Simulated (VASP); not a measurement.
A cell of NiAl (CsCl type) near equilibrium:

```
CELL_PARAMETERS angstrom
      2.86177     0.00000     0.00000
      0.00000     2.86177     0.00000
      0.00000     0.00000     2.86177
ATOMIC_POSITIONS crystal
  Al 0.50000 0.50000 0.50000
  Ni 0.00000 0.00000 0.00000
```

The numbers are results of r2SCAN meta-GGA, VASP's PBE PAW potentials (set 64) (plane waves; VASP), not measurements.

```
run               ΔE (meV/atom)    σxx    σyy    σzz  largest shear component, with its sign (GPa)  largest force (eV/Å)
----------------  -------------  -----  -----  -----  --------------------------------------------  --------------------
as it is                    0.0   0.13   0.13   0.13                                          0.00                 0.000
after one change            0.6  -1.73  -1.73  -1.43                                          0.00                 0.000
```
Stress is in GPa, positive when the cell is compressed.

### Question
Name the change that produced these shifts.
A. isotropic strain of -0.5 %
B. biaxial strain of +1.5 % in the xz plane
C. biaxial strain of +0.5 % in the xy plane
D. biaxial strain of +1.0 % in the xy plane

### Answer
C, biaxial strain of +0.5 % in the xy plane

The compound is NiAl in the CsCl type structure. The run is not spin-polarised, so no magnetic state was tried. The electron count is odd and the run is not spin-polarised, which forces a metal.
